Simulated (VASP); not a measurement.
Data:

```
CELL_PARAMETERS angstrom
      0.00000     2.39638     2.39638
      2.39638     0.00000     2.39638
      2.39638     2.39638     0.00000
ATOMIC_POSITIONS crystal
  B  0.00000 0.00000 0.00000
  As 0.25000 0.25000 0.25000
```

These are PBE GGA, VASP's PBE PAW potentials (set 64) (plane waves; VASP) values and carry that method's errors. Numerical set-up: 600 eV cut-off, 10×10×10 Γ-centred mesh, Gaussian smearing of 0.050 eV, potentials B As.

Problem. Predict the energy per atom (σ→0), pressure.

Solution. 
The energy per atom (σ→0) comes out as -5.706 eV/atom and the pressure is 2.01 GPa.

The compound is BAs in the zinc blende structure. It was relaxed first under an external pressure of 2 GPa.
